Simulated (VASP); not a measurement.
ZnO (wurtzite):

```
ZnO
1.0
    1.62500    -2.81458     0.00000
    1.62500     2.81458     0.00000
    0.00000     0.00000     5.21000
Zn O
2 2
Direct
  0.66667   0.33333   0.50000
  0.33333   0.66667   0.00000
  0.66667   0.33333   0.88200
  0.33333   0.66667   0.38200
```

The lowest empty band near Γ, direction a*, from mBJ (TB09) with spin-orbit coupling in VASP (PAW); its two spin partners are averaged. The gap over the points computed is 2.54 eV, and the next band on that side lies 4.64 eV away at the edge.

Settings: 520 eV cut-off, 9×9×5 Γ-centred mesh, Gaussian smearing of 0.050 eV, potentials Zn O.

```tsv
distance from the edge in k (1/Å)	distance in energy (meV)
0.018	3.8
0.025	7.2
0.035	14.1
0.050	28.7
0.070	55.7
```

Problem. Fit E(1 + αE) = ħ²k²/2m* (ħ²/2m0 = 3.810 eV Å²) and predict the row at 0.095 1/Å.

Solution. Least squares on the energies gives the electron mass m* = 0.329 m0 and α = 0.35 per eV, and so 101.0 meV. The run gave 101.2 meV, +0.2 meV from the fit.

Left out are points under 3 meV from the edge, since the levels carry 0.1 meV, and points farther than half the way to the next band.

The compound is ZnO in the wurtzite structure. The cell was not relaxed at this level.
